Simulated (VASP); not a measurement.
Here is the system:

```
CELL_PARAMETERS angstrom
      3.10641     0.00000     0.00000
      0.00000     3.10641     0.00000
      0.00000     0.00000     3.10641
ATOMIC_POSITIONS crystal
  La 0.00000 0.00000 0.00000
  O  0.50000 0.50000 0.50000
```

Method: PBEsol GGA, VASP's PBE PAW potentials (set 64) (plane waves; VASP 6.6.1). Run with 520 eV cut-off, 11×11×11 Γ-centred mesh, first-order Methfessel-Paxton smearing of 0.10 eV, potentials La O.

Estimate the energy per atom (σ→0), band gap (on the k-mesh) with the smallest direct gap where there is one.

band gap (on the k-mesh): none (metal, semimetal or under 0.01 eV)
energy per atom (σ→0): -7.691 eV/atom

Only differences to runs with the same potentials and settings are physical.

The structure was generated: LaO was put into the CsCl type type (Pm-3m), which need not be its known phase. It was relaxed first, which changed the volume by -33 %. The start is the result of an earlier pass. The electron count is odd and the run is not spin-polarised, which forces a metal.
